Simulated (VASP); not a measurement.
Here is the system:

```xyz
64
Lattice="8.7583 0.0000 0.0000 0.0000 8.7583 0.0000 0.0000 0.0000 8.7583" Properties=species:S:1:pos:R:3 pbc="T T T"
Si     4.3857     0.0093     0.0101
Si     6.5618     2.2042     0.0001
Si     6.5615     8.7583     2.2056
Si     8.7575     8.7582     8.7583
Si     2.1880     2.1872     8.7297
Si     4.3763     4.3753     8.7379
Si     6.5806     6.5809     0.0097
Si     2.1882     8.7290     2.1887
Si     4.3283     2.1842     2.1850
Si     6.5146     4.4046     2.2453
Si     4.3759     8.7364     4.3761
Si     6.5147     2.2445     4.4062
Si     6.5809     0.0086     6.5811
Si     0.0091     4.3849     0.0098
Si     2.2044     6.5617     0.0001
Si     8.7293     2.1875     2.1890
Si     2.1846     4.3273     2.1846
Si     4.4050     6.5137     2.2441
Si     0.0101     0.0088     4.3856
Si     2.1847     2.1849     4.3285
Si     6.5680     6.5682     4.4384
Si     2.2047     8.7576     6.5619
Si     4.4050     2.2438     6.5146
Si     6.5683     4.4388     6.5684
Si     8.7580     6.5614     2.2048
Si     8.7378     4.3762     4.3765
Si     2.2445     6.5140     4.4044
Si     8.7582     2.2041     6.5617
Si     2.2443     4.4047     6.5156
Si     4.4382     6.5678     6.5686
Si     0.0094     6.5810     6.5811
C      5.4709     1.1152     1.1158
C      7.6282     3.2916     1.1266
C      7.6281     1.1258     3.2934
C      1.0921     1.0923     1.0929
C      3.2679     3.2668     1.0681
C      5.4708     5.4698     1.0905
C      7.6707     7.6711     1.1147
C      3.2679     1.0681     3.2684
C      5.2632     3.3527     3.3531
C      7.6488     5.4879     3.2973
C      5.4705     1.0896     5.4708
C      7.6493     3.2969     5.4887
C      7.6709     1.1143     7.6710
C      1.1152     5.4701     1.1154
C      3.2925     7.6280     1.1263
C      1.0680     3.2676     3.2682
C      3.3529     5.2622     3.3523
C      5.4876     7.6480     3.2966
C      1.1158     1.1151     5.4709
C      3.3523     3.3526     5.2644
C      5.5942     5.5946     5.5947
C      7.7002     7.6997     5.4867
C      3.2922     1.1253     7.6284
C      5.4881     3.2962     7.6488
C      7.7002     5.4864     7.7006
C      1.1265     7.6274     3.2924
C      1.0907     5.4705     5.4708
C      3.2966     7.6480     5.4882
C      1.1257     3.2917     7.6286
C      3.2970     5.4877     7.6497
C      5.4861     7.6998     7.7004
C      1.1138     7.6712     7.6715
N      4.0091     4.0089     4.0094
```
Cell charge -1.

The numbers are results of HSE06 screened hybrid, VASP's PBE PAW potentials (set 64) (plane waves; VASP), not measurements. Run with PREC = Normal, LREAL = Auto, ISYM = 0, NELECT = 258.0, EDIFF = 1E-5, 400 eV cut-off, 1×1×1 Γ-centred mesh, Gaussian smearing of 0.050 eV, potentials Si C N.

The cell is charged, with a uniform compensating background. The supercell is sampled at Γ alone, which is coarse: total energies, pressure and levels can be off, energies of defects by several tenths of an eV.

Task: What does the run give for the energy per atom (σ→0)?

Result: 
```
Item                           Result
---------------------  --------------
energy per atom (σ→0)  -8509 meV/atom
```

The cell is a supercell with a defect, built from SiC (zinc blende): N_Si, charge -1. The cell's shape comes from a PBE relaxation. The run is not spin-polarised, so no state with unpaired spins was tried.
